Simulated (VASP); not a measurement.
OSZICAR of a VASP run on Al$_{3}$Sc (L1_2):

**OSZICAR**
```
       N       E                     dE             d eps       ncg     rms          rms(c)
DAV:   1     0.110288937738E+03    0.11029E+03   -0.87940E+03   980   0.134E+03
DAV:   2    -0.279011841742E+02   -0.13819E+03   -0.13633E+03   998   0.386E+02
DAV:   3    -0.366165394841E+02   -0.87154E+01   -0.85009E+01  1528   0.785E+01
DAV:   4    -0.367865071883E+02   -0.16997E+00   -0.16884E+00  1392   0.112E+01
DAV:   5    -0.367898612148E+02   -0.33540E-02   -0.33220E-02  1424   0.166E+00    0.122E+01
DAV:   6    -0.331412035850E+02    0.36487E+01   -0.57331E+00  1372   0.384E+01    0.448E+00
DAV:   7    -0.327855090590E+02    0.35569E+00   -0.54556E-01  1112   0.778E+00    0.215E+00
DAV:   8    -0.330132716271E+02   -0.22776E+00   -0.66242E-01  1328   0.770E+00    0.781E-01
DAV:   9    -0.329893314555E+02    0.23940E-01   -0.12827E-01  1288   0.488E+00    0.354E-01
DAV:  10    -0.330574141821E+02   -0.68083E-01   -0.12943E-01  1416   0.454E+00    0.262E-01
DAV:  11    -0.330537439554E+02    0.36702E-02   -0.13532E-02  1548   0.176E+00    0.185E-01
DAV:  12    -0.330561232709E+02   -0.23793E-02   -0.40616E-03  1316   0.805E-01    0.340E-02
DAV:  13    -0.330563625737E+02   -0.23930E-03   -0.70387E-04  1328   0.302E-01    0.216E-02
DAV:  14    -0.330563761255E+02   -0.13552E-04   -0.13160E-04  1452   0.157E-01    0.106E-02
DAV:  15    -0.330564303972E+02   -0.54272E-04   -0.41295E-05  1190   0.870E-02    0.681E-03
DAV:  16    -0.330564481010E+02   -0.17704E-04   -0.14487E-05  1366   0.520E-02    0.584E-03
DAV:  17    -0.330564525280E+02   -0.44270E-05   -0.11418E-05  1240   0.470E-02    0.161E-03
DAV:  18    -0.330564505762E+02    0.19518E-05   -0.23710E-07  1142   0.489E-03    0.127E-03
DAV:  19    -0.330564494166E+02    0.11596E-05   -0.55457E-07  1052   0.831E-03    0.441E-04
DAV:  20    -0.330564488707E+02    0.54592E-06   -0.39294E-08   598   0.232E-03    0.120E-04
DAV:  21    -0.330564490394E+02   -0.16876E-06   -0.83898E-09   580   0.156E-03    0.232E-04
DAV:  22    -0.330564490941E+02   -0.54679E-07   -0.29761E-09   568   0.857E-04
   1 F= -.33056449E+02 E0= -.33056449E+02  d E =0.000000E+00
       N       E                     dE             ncg
       N       E                     dE             ncg
```

**Question.** Which electronic solver shows in the log?

**Answer.** It is blocked Davidson (ALGO = Normal, or the opening steps of other solvers). The INCAR had ALGO = Normal.

**Question.** Can the final energy be trusted as converged?

**Answer.** The calculation finished and met its thresholds. It stopped with EDIFF = 1E-7, NELM = 100 (r2SCAN+rVV10, plane waves, VASP's PBE PAW potentials (set 64)).

The compound is Al3Sc in the L1_2 structure. It was relaxed first.
